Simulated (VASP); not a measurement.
Given:

```xyz
3
Lattice="0.0000 3.1798 3.1798 3.1798 0.0000 3.1798 3.1798 3.1798 0.0000" Properties=species:S:1:pos:R:3 pbc="T T T"
Mg     1.5899     1.5899     1.5899
Mg     4.7697     4.7697     4.7697
Si     0.0000     3.1798     3.1798
```

Calculation: PBE GGA, VASP's PBE PAW potentials (set 64) (plane waves; VASP 6.6.1). Numerical set-up: 520 eV cut-off, 6×6×6 Γ-centred mesh, Gaussian smearing of 0.050 eV, potentials Mg Si.

Q: Estimate the energy per atom (σ→0), band gap (on the k-mesh) with the smallest direct gap where there is one.

A: 
```yaml
band gap (on the k-mesh): 0.21 eV
smallest direct gap (on the k-mesh): 1.85 eV
energy per atom (σ→0): -2.965 eV/atom
```

Only differences to runs with the same potentials and settings are physical.

The compound is Mg2Si in the antifluorite structure. It was relaxed first.
